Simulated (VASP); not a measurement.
Given:

```xyz
4
Lattice="4.6483 0.0000 0.0000 0.0000 4.6483 0.0000 0.0000 0.0000 4.6483" Properties=species:S:1:pos:R:3 pbc="T T T"
Mg     0.0000     0.0000     0.0000
Sn     2.3242     2.3242     0.0000
Sn     0.0000     2.3242     2.3242
Sn     2.3242     0.0000     2.3242
```

The numbers are results of PBEsol GGA with spin-orbit coupling, VASP's PBE PAW potentials (set 64) (plane waves; VASP 6.6.1), not measurements. Settings: 400 eV cut-off, 6×6×6 Γ-centred mesh, Gaussian smearing of 0.050 eV, potentials Mg Sn_d.

Predict the energy per atom (σ→0), band gap (over mesh and band path) with the smallest direct gap where there is one.

```yaml
band gap (over mesh and band path): none (metal, semimetal or under 0.01 eV)
energy per atom (σ→0): -3.715 eV/atom
```

The absolute energy has meaning only against runs of the same code, potentials and settings.

The structure comes from a computed database's MgSn3 entry (Pm-3m); how it stands against other phases isn't given here. It was relaxed first.
